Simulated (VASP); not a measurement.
Given:

```
Ca
1.0
    0.00000     2.79000     2.79000
    2.79000     0.00000     2.79000
    2.79000     2.79000     0.00000
Ca
1
Direct
  0.00000   0.00000   0.00000
```

The numbers are results of PBE GGA, VASP's PBE PAW potentials (set 64) (plane waves; VASP), not measurements. Run with 400 eV cut-off, KSPACING 0.16 per Å, first-order Methfessel-Paxton smearing of 0.10 eV, potentials Ca_sv.

Gaps are read on the run's mesh, which can miss a band edge.

Question: What does the run give for the energy per atom (σ→0), band gap (on the k-mesh) with the smallest direct gap where there is one?

Answer: 
The band gap (on the k-mesh) is none (metal, semimetal or under 0.01 eV) and the energy per atom (σ→0) is -186.0 kJ/mol of atoms.

The absolute energy has meaning only against runs of the same code, potentials and settings.

The compound is Ca in the fcc structure. The cell was not relaxed at this level. The run is one of a series of settings (KGAMMA = .TRUE., KSPACING = 0.16, KPOINTS file removed against the base run), some of them coarse on purpose.
